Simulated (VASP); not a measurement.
Here is the system:

```xyz
3
Lattice="3.9535 0.0000 0.0000 -1.9768 3.4238 0.0000 0.0000 0.0000 5.0209" Properties=species:S:1:pos:R:3 pbc="T T T"
Cu     1.9768     3.4238     5.0209
Te     0.0000     2.2826     1.3777
Te     1.9768     1.1413     3.6432
```

Method: PBEsol GGA, VASP's PBE PAW potentials (set 64) (plane waves; VASP). Run with 400 eV cut-off, 10×10×7 Γ-centred mesh, tetrahedra with Blöchl corrections, potentials Cu Te.

The cores are frozen, which limits the accuracy of field gradients.

### Question
Give the principal components of the electric field gradient (V/Å²) and the asymmetry η at each nucleus.

### Answer

```json
[
 {"atom": "Cu1", "Vxx": "-3.7", "Vyy": "-3.7", "Vzz": "7.4", "η": "0.00"},
 {"atom": "Te2", "Vxx": "-70.2", "Vyy": "-70.2", "Vzz": "140.4", "η": "0.00"},
 {"atom": "Te3", "Vxx": "-70.2", "Vyy": "-70.2", "Vzz": "140.4", "η": "0.00"}
]
```

The structure comes from a computed database's CuTe2 entry (P-3m1); how it stands against other phases isn't given here. It was relaxed first.
